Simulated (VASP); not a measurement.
YS, 2 atoms in the cell. It takes space group Fm-3m (No. 225, cubic). The conventional cell has a = 5.487 Å, b = 5.487 Å, c = 5.487 Å, α = 90.00°, β = 90.00°, γ = 90.00°. Y (site symmetry m-3m) is surrounded by 6 S at 2.74 Å. S (site symmetry m-3m) is surrounded by 6 Y at 2.74 Å. 

* Program: VASP 6.6.1
* Task: relaxation of cell and atoms
* Functional: PBEsol
* Potentials or basis: VASP PAW PBE potentials, release 64 (Y_sv, S)
* Cutoff: 520 eV
* k mesh: 6 × 6 × 6
* Occupations: gaussian, width 0.02 eV
* Spin: no spin polarisation
* Further INCAR settings: ALGO = Normal; EDIFF = 1e-07; IBRION = 2; EDIFFG = -0.002; NSW = 80; ISIF = 3

Potentials or basis: VASP PAW PBE potentials, release 64 (Y_sv, S).

Launch:

```sh
$ cat potpaw_PBE.64/Y_sv/POTCAR potpaw_PBE.64/S/POTCAR > POTCAR
$ mpirun -np 1 vasp_std > vasp.out
```

Hardware: 1 thread of Intel(R) Xeon(R) Platinum 8488C (Sapphire Rapids) (shared host).

**Question.** Estimate the wall time of this run.

**Answer.** It took 35 s on 1 thread of Intel(R) Xeon(R) Platinum 8488C (Sapphire Rapids), with other jobs on the host, peak memory 0.18 GiB. Counts: scf iterations 31, k points 16, ion steps 3.
